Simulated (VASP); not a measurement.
Calculation: revPBE GGA, VASP's PBE PAW potentials (set 64) (plane waves; VASP 6.6.1).

The input files of a VASP run:

**KPOINTS**
```
Automatic
0
G
  6 6 6
0 0 0
```

INCAR:
```
LMAXMIX = 4   ! l cut-off of mixed one-centre charges
NELM = 100   ! most electronic steps
LCHARG = .False.
LWAVE = .False.
LREAL = .False.   ! projection in real space or not
SIGMA = 0.05
ALGO = Normal   ! blocked Davidson
EDIFF = 1E-7   ! SCF stop (eV)
LASPH = .True.   ! aspherical one-centre terms
GGA = RE
SYSTEM = SrTiO3
PREC = Accurate
ISIF = 2
ISMEAR = 0
ENCUT = 520   ! plane-wave cut-off (eV)
```

POSCAR:
```
SrTiO3
1
    4.0459831467     0.0000000000     0.0000000000
    0.0000000000     4.0459831467     0.0000000000
    0.0000000000     0.0000000000     4.0459831467
Sr Ti O
1 1 3
Direct
  0.0000000000   0.0000000000   0.0000000000
  0.5000000000   0.5000000000   0.5000000000
  0.5000000000   0.0000000000   0.5000000000
  0.0000000000   0.5000000000   0.5000000000
  0.5000000000   0.5000000000   0.0000000000
```

POTCAR, in this order: Sr_sv Ti_sv O (PBE.64 set). Program: vasp_std.

The run wrote:

File OUTCAR:
```
 ion  position               nearest neighbor table
   1  0.000  0.000  0.000-   3 2.86   4 2.86   5 2.86   3 2.86   4 2.86   4 2.86   5 2.86   4 2.86
                             3 2.86   5 2.86   3 2.86   5 2.86   2 3.50   2 3.50   2 3.50   2 3.50
   2  0.500  0.500  0.500-   3 2.02   4 2.02   5 2.02   5 2.02   3 2.02   4 2.02   1 3.50   1 3.50
                             1 3.50   1 3.50   1 3.50   1 3.50   1 3.50   1 3.50
   3  0.500  0.000  0.500-   2 2.02   2 2.02   1 2.86   1 2.86   1 2.86   1 2.86
   4  0.000  0.500  0.500-   2 2.02   2 2.02   1 2.86   1 2.86   1 2.86   1 2.86
   5  0.500  0.500  0.000-   2 2.02   2 2.02   1 2.86   1 2.86   1 2.86   1 2.86
  LATTYP: Found a simple cubic cell.
 ALAT       =     4.0459831467
 Subroutine PRICEL returns:
 Original cell was already a primitive cell.
 Subroutine GETGRP returns: Found 48 space group operations
The static configuration has the point symmetry O_h .
The dynamic configuration has the point symmetry O_h .
 Subroutine INISYM returns: Found 48 space group operations
 Subroutine IBZKPT returns following result:
 Found     20 irreducible k-points:

 Following reciprocal coordinates:
            Coordinates               Weight
  0.000000  0.000000  0.000000      1.000000
  0.166667  0.000000  0.000000      6.000000
  0.333333  0.000000  0.000000      6.000000
  0.500000  0.000000  0.000000      3.000000
  0.166667  0.166667  0.000000     12.000000
  0.333333  0.166667  0.000000     24.000000
  0.500000  0.166667  0.000000     12.000000
  0.333333  0.333333  0.000000     12.000000
  0.500000  0.333333  0.000000     12.000000
  0.500000  0.500000  0.000000      3.000000
  0.166667  0.166667  0.166667      8.000000
  0.333333  0.166667  0.166667     24.000000
  0.500000  0.166667  0.166667     12.000000
  0.333333  0.333333  0.166667     24.000000
  0.500000  0.333333  0.166667     24.000000
  0.500000  0.500000  0.166667      6.000000
  0.333333  0.333333  0.333333      8.000000
  0.500000  0.333333  0.333333     12.000000
  0.500000  0.500000  0.333333      6.000000
...
```

OSZICAR:
```
       N       E                     dE             d eps       ncg     rms          rms(c)
DAV:   1     0.450105828537E+03    0.45011E+03   -0.22031E+04   960   0.182E+03
DAV:   2    -0.217911320562E+01   -0.45228E+03   -0.44539E+03  1200   0.492E+02
DAV:   3    -0.468494082364E+02   -0.44670E+02   -0.44628E+02  1368   0.149E+02
DAV:   4    -0.489504450218E+02   -0.21010E+01   -0.21001E+01  1416   0.287E+01
DAV:   5    -0.490375462157E+02   -0.87101E-01   -0.87093E-01  1392   0.426E+00    0.239E+01
DAV:   6    -0.384784033356E+02    0.10559E+02   -0.73077E+01  1488   0.710E+01    0.142E+01
DAV:   7    -0.384287130223E+02    0.49690E-01   -0.12637E+01  1264   0.267E+01    0.879E+00
DAV:   8    -0.382965233705E+02    0.13219E+00   -0.20821E+00  1256   0.140E+01    0.319E+00
DAV:   9    -0.382902375347E+02    0.62858E-02   -0.29248E-01  1224   0.423E+00    0.119E+00
DAV:  10    -0.382816726548E+02    0.85649E-02   -0.96137E-02  1280   0.303E+00    0.492E-01
DAV:  11    -0.382796670336E+02    0.20056E-02   -0.20761E-02  1312   0.105E+00    0.125E-01
DAV:  12    -0.382797002055E+02   -0.33172E-04   -0.17068E-03  1224   0.429E-01    0.655E-02
DAV:  13    -0.382797495666E+02   -0.49361E-04   -0.23365E-04  1320   0.124E-01    0.190E-02
DAV:  14    -0.382797518677E+02   -0.23011E-05   -0.29409E-05  1424   0.531E-02    0.787E-03
DAV:  15    -0.382797556210E+02   -0.37532E-05   -0.89619E-06  1152   0.206E-02    0.598E-03
DAV:  16    -0.382797549600E+02    0.66094E-06   -0.33000E-06  1240   0.112E-02    0.183E-03
DAV:  17    -0.382797547502E+02    0.20979E-06   -0.27409E-07   872   0.641E-03    0.850E-04
DAV:  18    -0.382797548092E+02   -0.58983E-07   -0.29684E-08   520   0.214E-03
   1 F= -.38279755E+02 E0= -.38279755E+02  d E =-.812839E-15
```

File OUTCAR:
```
------------------------ aborting loop because EDIFF is reached ----------------------------------------
  FORCE on cell =-STRESS in cart. coord.  units (eV):
  Direction    XX          YY          ZZ          XY          YZ          ZX
  --------------------------------------------------------------------------------------
  Total       -3.4134818     -3.4134818     -3.4134818     -0.0000000     -0.0000000      0.0000000
  in kB      -82.5726003    -82.5726003    -82.5726003     -0.0000000     -0.0000000      0.0000000
  external PRESSURE =     -82.5726003 kB  Pullay stress =       0.0000000 kB
  volume of cell :       66.23
      direct lattice vectors                 reciprocal lattice vectors
     4.045983147  0.000000000  0.000000000     0.247158716  0.000000000  0.000000000
     0.000000000  4.045983147  0.000000000     0.000000000  0.247158716  0.000000000
     0.000000000  0.000000000  4.045983147     0.000000000  0.000000000  0.247158716
 POSITION                                       TOTAL-FORCE (eV/Angst)
 -----------------------------------------------------------------------------------
      0.00000      0.00000      0.00000         0.000000      0.000000      0.000000
      2.02299      2.02299      2.02299         0.000000      0.000000      0.000000
      2.02299      0.00000      2.02299         0.000000      0.000000      0.000000
      0.00000      2.02299      2.02299         0.000000      0.000000      0.000000
      2.02299      2.02299      0.00000         0.000000      0.000000      0.000000
 -----------------------------------------------------------------------------------
    total drift:                                0.000000      0.000000     -0.000000
  FREE ENERGIE OF THE ION-ELECTRON SYSTEM (eV)
  ---------------------------------------------------
  free  energy   TOTEN  =       -38.2797548092 eV

  energy  without entropy=      -38.2797548092  energy(sigma->0) =      -38.27975481
```
(Selected blocks of OUTCAR.)

The compound is SrTiO3 in the cubic perovskite structure, the ideal cubic form; the compound distorts at low or room temperature. This cell is one point of a volume scan, at 1.06 of the reference volume.
